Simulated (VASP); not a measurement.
# GaPt3 (Pm-3m) in VASP: single point with LDA

Aim: the single point of GaPt3 with LDA.

Everything below comes from runs of VASP 6.6.1. Logs are shortened: lines on timing, memory, paths and dates and some standing lists are left out, and cuts for length are marked.

**1. The structure**

The structure is cubic, space group Pm-3m (No. 221). Conventional cell: a = 3.910 Å, b = 3.910 Å, c = 3.910 Å, α = 90.00°, β = 90.00°, γ = 90.00°. Ga (site symmetry m-3m) is surrounded by 12 Pt at 2.76 Å. Pt (site symmetry 4/mmm) has 4 Ga at 2.76 Å and 8 Pt at 2.76 Å as nearest neighbours.

The cell comes from a database or a generator and needn't be the stable form of this composition.

**2. Single point, LDA**

INCAR reads:

```
SYSTEM = GaPt3
ALGO     = Fast           ! electronic algorithm
EDIFF    = 1E-6           ! SCF threshold, eV
ENCUT    = 520            ! plane-wave cutoff, eV
GGA      = CA             ! functional
ISIF     = 2              ! what is computed and relaxed
ISMEAR   = 0              ! smearing method
LASPH    = .True.         ! aspherical terms in the spheres
LCHARG   = .False.        ! write CHGCAR
LREAL    = .False.        ! projectors in reciprocal space
LWAVE    = .False.        ! write WAVECAR
NBANDS   = 30             ! bands
NELM     = 100            ! most SCF steps
PREC     = Accurate       ! precision mode
SIGMA    = 0.1            ! smearing width, eV
```

KPOINTS reads:

```
k-points
0
Gamma
  6 6 6
  0 0 0
```

POSCAR reads:

```
GaPt3
1.0
    3.9098775800      0.0000000000      0.0000000000
    0.0000000000      3.9098775800      0.0000000000
    0.0000000000      0.0000000000      3.9098775800
Ga Pt
1 3
Direct
    0.0000000000      0.0000000000      0.0000000000
    0.0000000000      0.5000000000      0.5000000000
    0.5000000000      0.5000000000      0.0000000000
    0.5000000000      0.0000000000      0.5000000000
```

Potentials or basis: VASP PAW LDA potentials, release 64 (Ga_d, Pt).

Launch:

```bash
$ cat potpaw_LDA.64/Ga_d/POTCAR potpaw_LDA.64/Pt/POTCAR > POTCAR
$ mpirun -np 1 vasp_std > vasp.out
```

OUTCAR:

```text
SYSTEM = GaPt3
   EDIFF = 1E-6
   ENCUT = 520
   GGA = CA
   ISIF = 2
   ISMEAR = 0
   LASPH = .True.
   LREAL = .False.
   NELM = 100
   PREC = Accurate

 ion  position               nearest neighbor table
   1  0.000  0.000  0.000-   2 2.76   3 2.76   4 2.76   2 2.76   4 2.76   2 2.76   3 2.76   2 2.76
                             3 2.76   4 2.76   4 2.76   3 2.76
   2  0.000  0.500  0.500-   1 2.76   3 2.76   4 2.76   1 2.76   3 2.76   1 2.76   4 2.76   1 2.76
                             3 2.76   4 2.76   3 2.76   4 2.76
   3  0.500  0.500  0.000-   1 2.76   2 2.76   4 2.76   2 2.76   4 2.76   1 2.76   4 2.76   4 2.76
                             1 2.76   2 2.76   2 2.76   1 2.76
   4  0.500  0.000  0.500-   1 2.76   2 2.76   3 2.76   1 2.76   3 2.76   2 2.76   3 2.76   3 2.76
                             1 2.76   2 2.76   1 2.76   2 2.76

  LATTYP: Found a simple cubic cell.
 ALAT       =     3.9098775800

  Lattice vectors:

 A1 = (   3.9098775800,   0.0000000000,   0.0000000000)
 A2 = (   0.0000000000,   3.9098775800,   0.0000000000)
 A3 = (   0.0000000000,   0.0000000000,   3.9098775800)

Analysis of symmetry for initial positions (statically):
=====================================================================
 Subroutine PRICEL returns:
 Original cell was already a primitive cell.

 Routine SETGRP: Setting up the symmetry group for a
 simple cubic supercell.

 Subroutine GETGRP returns: Found 48 space group operations
 (whereof 48 operations were pure point group operations)
 out of a pool of 48 trial point group operations.

The static configuration has the point symmetry O_h .

Analysis of symmetry for dynamics (positions and initial velocities):
=====================================================================
 Subroutine PRICEL returns:
 Original cell was already a primitive cell.

 Routine SETGRP: Setting up the symmetry group for a
 simple cubic supercell.

 Subroutine GETGRP returns: Found 48 space group operations
 (whereof 48 operations were pure point group operations)
 out of a pool of 48 trial point group operations.

The dynamic configuration has the point symmetry O_h .

 Subroutine INISYM returns: Found 48 space group operations
 (whereof 48 operations are pure point group operations),
 and found     1 'primitive' translations

----------------------------------------------------------------------------------------

                                     Primitive cell

  volume of cell :      59.7709

  direct lattice vectors                    reciprocal lattice vectors
     3.909877580  0.000000000  0.000000000     0.255762483  0.000000000  0.000000000
     0.000000000  3.909877580  0.000000000     0.000000000  0.255762483  0.000000000
     0.000000000  0.000000000  3.909877580     0.000000000  0.000000000  0.255762483

  length of vectors
     3.909877580  3.909877580  3.909877580     0.255762483  0.255762483  0.255762483

  position of ions in fractional coordinates (direct lattice)
     0.000000000  0.000000000  0.000000000
     0.000000000  0.500000000  0.500000000
     0.500000000  0.500000000  0.000000000
     0.500000000  0.000000000  0.500000000

  ion indices of the primitive-cell ions
   primitive index   ion index
                 1           1
                 2           2
                 3           3
                 4           4

----------------------------------------------------------------------------------------

 KPOINTS: k-points

Automatic generation of k-mesh.
 Grid dimensions read from file:
 generate k-points for:    6    6    6

 Generating k-lattice:

  Cartesian coordinates                     Fractional coordinates (reciprocal lattice)
     0.042627081  0.000000000  0.000000000     0.166666667  0.000000000  0.000000000
     0.000000000  0.042627081  0.000000000     0.000000000  0.166666667  0.000000000
     0.000000000  0.000000000  0.042627081     0.000000000  0.000000000  0.166666667

  Length of vectors
     0.042627081  0.042627081  0.042627081

  Shift w.r.t. Gamma in fractional coordinates (k-lattice)
     0.000000000  0.000000000  0.000000000

 Subroutine IBZKPT returns following result:
 ===========================================

 Found     20 irreducible k-points:

 Following reciprocal coordinates:
            Coordinates               Weight
  0.000000  0.000000  0.000000      1.000000
  0.166667  0.000000  0.000000      6.000000
  0.333333  0.000000  0.000000      6.000000
  0.500000  0.000000  0.000000      3.000000
  0.166667  0.166667  0.000000     12.000000
  0.333333  0.166667  0.000000     24.000000
[... 12 lines left out ...]
  0.500000  0.500000  0.333333      6.000000
  0.500000  0.500000  0.500000      1.000000
   k-points           NKPTS =     20   k-points in BZ     NKDIM =     20   number of bands    NBANDS=     30
   number of dos      NEDOS =    301   number of ions     NIONS =      4
   total plane-waves  NPLWV =  27000
   dimension x,y,z NGX =    30 NGY =   30 NGZ =   30
   dimension x,y,z NGXF=    60 NGYF=   60 NGZF=   60
   ions per type =               1   3
   NGX,Y,Z   is equivalent  to a cutoff of  12.76, 12.76, 12.76 a.u.
   NGXF,Y,Z  is equivalent  to a cutoff of  25.51, 25.51, 25.51 a.u.
 SYSTEM =  GaPt3
   PREC   = accura    normal or accurate (medium, high low for compatibility)
   ISTART =      0    job   : 0-new  1-cont  2-samecut
   ICHARG =      2    charge: 1-file 2-atom 10-const
   ISPIN  =      1    spin polarized calculation?
   LNONCOLLINEAR =      F non collinear calculations
   LSORBIT =      F    spin-orbit coupling
   LASPH  =      T    aspherical Exc in radial PAW
   ENCUT  =  520.0 eV  38.22 Ry    6.18 a.u.   7.27  7.27  7.27*2*pi/ulx,y,z
   NELM   =    100;   NELMIN=  2; NELMDL= -5     # of ELM steps
   EDIFF  = 0.1E-05   stopping-criterion for ELM
   LREAL  =      F    real-space projection
   EDIFFG = 0.1E-04   stopping-criterion for IOM
   NSW    =      0    number of steps for IOM
   IBRION =     -1    ionic relax: 0-MD 1-quasi-New 2-CG
   NFREE  =      0    steps in history (QN), initial steepest desc. (CG)
   ISIF   =      2    stress and relaxation
   ISYM   =      2    0-nonsym 1-usesym 2-fastsym
   POTIM  = 0.5000    time-step for ionic-motion
   TEBEG  =    0.0;   TEEND  =   0.0 temperature during run
   PSTRESS=    0.0 pullay stress
   NELECT =      43.0000    total number of electrons
   NUPDOWN=      -1.0000    fix difference up-down
   EMIN   =  10.00;   EMAX   =-10.00  energy-range for DOS
   EFERMI =   0.00;   METHOD = LEGACY
   ISMEAR =     0;   SIGMA  =   0.10  broadening in eV -4-tet -1-fermi 0-gaus
   EFERMI_NEDOS =   21; number of points for ismear=-14 and -15
   IALGO  =     68    algorithm
   IMIX   =      4    mixing-type and parameters
     AMIX     =   0.40;   BMIX     =  1.00
     AMIX_MAG =   1.60;   BMIX_MAG =  1.00
  volume/ion in A,a.u.               =      14.94       100.84
  Fermi-wavevector in a.u.,A,eV,Ry     =   1.466902  2.772043 29.277044  2.151802
  Thomas-Fermi vector in A             =   2.582584
   LORBIT       =      0    0 simple, 1 ext, 2 COOP (PROOUT), +10 PAW based schemes
   GGA     = CA    functional components
   LHFCALC =     F    Hartree Fock is set to
   AEXX    =    0.0000 exact exchange contribution
   IVDW    =     0    specifies the selected vdW correction
   LEPSILON=     F    determine dielectric tensor
   LRPA    =     F    only Hartree local field effects (RPA)
 non-spin polarized calculation
 RMM-DIIS sequential band-by-band and
 Gauss-broadening in eV      SIGMA  =   0.10
  energy-cutoff  :      520.00
  volume of cell :       59.77
 maximum number of plane-waves:      1640
 NGX is ok and might be reduce to    30
   NGX = 15   NGY = 15   NGZ = 15

 number of electron      42.9999992 magnetization

 Free energy of the ion-electron system (eV)
  ---------------------------------------------------
  ext. energy  EPLUGINS =         0.00000000
  ---------------------------------------------------
  free energy    TOTEN  =       -27.86714020 eV

  energy without entropy =      -27.84891817  energy(sigma->0) =      -27.85802919

 E-fermi :  10.1959     XC(G=0): -13.4595

 val. band max:       10.0945217743   @ k =   0.3333   0.3333   0.3333
 cond. band min:      10.2008148195   @ k =   0.5000   0.1667   0.0000
 fundamental gap:      0.1062930452
 Fermi energy:        10.1959099523

 k-point     1 :       0.0000    0.0000    0.0000
  band No.  band energies     occupation
      1      -4.6600      2.00000
      2      -4.6600      2.00000
      3      -4.6410      2.00000
      4      -4.6410      2.00000
      5      -4.6410      2.00000
      6      -0.7930      2.00000
[... 22 lines left out ...]
     29      18.9444      0.00000
     30      18.9444      0.00000

 k-point     2 :       0.1667    0.0000    0.0000
  band No.  band energies     occupation
      1      -4.6531      2.00000
      2      -4.6461      2.00000
      3      -4.6392      2.00000
      4      -4.6343      2.00000
      5      -4.6343      2.00000
      6      -0.4561      2.00000
[... 22 lines left out ...]
     29      19.1062      0.00000
     30      20.5741      0.00000

 k-point     3 :       0.3333    0.0000    0.0000
  band No.  band energies     occupation
      1      -4.6394      2.00000
      2      -4.6358      2.00000
      3      -4.6209      2.00000
      4      -4.6209      2.00000
      5      -4.6184      2.00000
      6       0.5051      2.00000
[... 22 lines left out ...]
     29      19.3050      0.00000
     30      19.4430      0.00000

 k-point     4 :       0.5000    0.0000    0.0000
  band No.  band energies     occupation
      1      -4.6340      2.00000
      2      -4.6326      2.00000
      3      -4.6141      2.00000
      4      -4.6141      2.00000
      5      -4.6046      2.00000
      6       1.6692      2.00000
[... 484 lines left out ...]
     29      22.4745      0.00000
     30      22.8354      0.00000

 k-point    19 :       0.5000    0.5000    0.3333
  band No.  band energies     occupation
      1      -4.6597      2.00000
      2      -4.6504      2.00000
      3      -4.6504      2.00000
      4      -4.5909      2.00000
      5      -4.5805      2.00000
      6       1.8826      2.00000
[... 22 lines left out ...]
     29      22.8510      0.00000
     30      24.6919      0.00000

 k-point    20 :       0.5000    0.5000    0.5000
  band No.  band energies     occupation
      1      -4.6621      2.00000
      2      -4.6621      2.00000
      3      -4.6621      2.00000
      4      -4.5834      2.00000
      5      -4.5834      2.00000
      6       1.6945      2.00000
[... 22 lines left out ...]
     29      24.3763      0.00000
     30      24.3978      0.00000

------------------------ aborting loop because EDIFF is reached ----------------------------------------

  FORCE on cell =-STRESS in cart. coord.  units (eV):
  Direction    XX          YY          ZZ          XY          YZ          ZX
  --------------------------------------------------------------------------------------
  -------------------------------------------------------------------------------------
  Total       -2.8682401     -2.8682401     -2.8682401     -0.0000000      0.0000000     -0.0000000
  in kB      -76.8841122    -76.8841122    -76.8841122     -0.0000000      0.0000000     -0.0000000
  external PRESSURE =     -76.8841122 kB  Pullay stress =       0.0000000 kB

 VOLUME and BASIS-vectors are now :
 -----------------------------------------------------------------------------
  energy-cutoff  :      520.00
  volume of cell :       59.77
      direct lattice vectors                 reciprocal lattice vectors
     3.909877580  0.000000000  0.000000000     0.255762483  0.000000000  0.000000000
     0.000000000  3.909877580  0.000000000     0.000000000  0.255762483  0.000000000
     0.000000000  0.000000000  3.909877580     0.000000000  0.000000000  0.255762483

 POSITION                                       TOTAL-FORCE (eV/Angst)
 -----------------------------------------------------------------------------------
      0.00000      0.00000      0.00000         0.000000      0.000000      0.000000
      0.00000      1.95494      1.95494         0.000000      0.000000      0.000000
      1.95494      1.95494      0.00000         0.000000      0.000000      0.000000
      1.95494      0.00000      1.95494         0.000000      0.000000      0.000000
 -----------------------------------------------------------------------------------
    total drift:                                0.000000      0.000000     -0.000000

  FREE ENERGIE OF THE ION-ELECTRON SYSTEM (eV)
  ---------------------------------------------------
  free  energy   TOTEN  =       -27.8671402014 eV

  energy  without entropy=      -27.8489181697  energy(sigma->0) =      -27.85802919
```

Run time: 19 s. Hardware: 1 thread of AMD EPYC 9R45 (Zen 5), shared host; peak memory 0.14 GiB.

What came out:

```yaml
Free_energy: -27.8671 eV
Pressure: -7.7 GPa
Band_gap_on_the_k_mesh: none (metal or under the smearing width)
```

Levels at points of the mesh, in eV from the Fermi level:
| k point | band 19 | band 20 | band 21 | band 22 | band 23 | band 24 |
| --- | --- | --- | --- | --- | --- | --- |
| (0.00, 0.00, 0.00) | 0.06 | 0.06 | 0.16 | 0.62 | 0.62 | 0.62 |
| (0.50, 0.00, 0.00) | -2.11 | -1.87 | -0.70 | 0.62 | 2.92 | 5.36 |
| (0.50, 0.50, 0.00) | -2.04 | -1.67 | -1.49 | -0.82 | 1.65 | 1.65 |
| (0.50, 0.50, 0.50) | -1.57 | -1.57 | -0.35 | 0.17 | 0.17 | 0.17 |

Spin-orbit coupling is left out, which matters for the levels of Pt.
